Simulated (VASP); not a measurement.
An input for Quantum ESPRESSO's pw.x (written as the equivalent of a VASP run, and not itself run):

```
&CONTROL
  calculation = 'scf'
  pseudo_dir = './pseudo'
  outdir = './out'
  tprnfor = .true.
  tstress = .true.
/
&SYSTEM
  ibrav = 0
  nat = 1
  ntyp = 1
  ecutwfc = 68
  occupations = 'smearing'
  smearing = 'methfessel-paxton'
  degauss = 0.00735
  input_dft = 'pbe'
  vdw_corr = 'grimme-d3'
  dftd3_version = 3
  dftd3_threebody = .false.
/
&ELECTRONS
  conv_thr = 7.3e-09
  electron_maxstep = 100
/
ATOMIC_SPECIES
  Ir 192.217 Ir.upf
CELL_PARAMETERS angstrom
     0.0000000    1.9187942    1.9187942
     1.9187942    0.0000000    1.9187942
     1.9187942    1.9187942    0.0000000
ATOMIC_POSITIONS crystal
  Ir   0.0000000  0.0000000  0.0000000
K_POINTS automatic
  16 16 16 0 0 0
```

Write the VASP files for the same calculation (PBE-D3 (zero damping)).

This is not unique; one that fits is 
### INCAR
```
# general
SYSTEM   =  Ir
PREC     =  Accurate
ENCUT    =  520   # plane-wave cut-off (eV)
LREAL    =  .FALSE.
LASPH    =  .TRUE.   # aspherical one-centre terms

# electronic loop
EDIFF    =  1E-7
NELM     =  100   # most electronic steps
ALGO     =  Normal
LMAXMIX  =  6

# smearing
ISMEAR   =  1
SIGMA    =  0.1

# functional
GGA      =  PE   # PBE
IVDW     =  11   # D3, zero damping

# ions
ISIF     =  2

# output
LWAVE    =  .FALSE.
LCHARG   =  .FALSE.
```

**KPOINTS**
```
Automatic mesh
0
G
 16 16 16
0 0 0
```

**POSCAR**
```
Ir
1
    0.0000000000     1.9187942138     1.9187942138
    1.9187942138     0.0000000000     1.9187942138
    1.9187942138     1.9187942138     0.0000000000
Ir
1
Direct
  0.0000000000   0.0000000000   0.0000000000
```

POTCAR, in this order: Ir (PBE.64 set). Program: vasp_std.

What does not carry over: the potentials are each code's own (VASP's PAW set, PseudoDojo norm-conserving files in pw.x), so ENCUT and ecutwfc are chosen apart and not converted; conv_thr bounds pw.x's estimated SCF error, while EDIFF bounds the energy change between steps.

The compound is Ir in the fcc structure. It was relaxed first.
